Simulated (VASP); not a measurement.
Energy against volume of Na (bcc). Calculation: revTPSS meta-GGA, VASP's PBE PAW potentials (set 64) (plane waves; VASP). Settings: 520 eV cut-off, 12×12×12 Γ-centred mesh, first-order Methfessel-Paxton smearing of 0.10 eV, potentials Na_pv.

```tsv
V (Å³/atom)	E (eV/atom)
35.777	-2.83712
36.883	-2.83880
37.990	-2.83877
39.096	-2.83727
```

### Question
Fit these four points and predict the energy of the run at 34.670 Å³/atom.

### Answer
A cubic in V^(−2/3), the third-order Birch-Murnaghan form, passes through the four points with V0 = 37.41 Å³/atom and B0 = 8 GPa, and gives -2.8334 eV/atom there. The run gave -2.8335 eV/atom, -0.1 meV/atom from the fit; all five points give B0 = 8 GPa.

The compound is Na in the bcc structure. It was relaxed first.
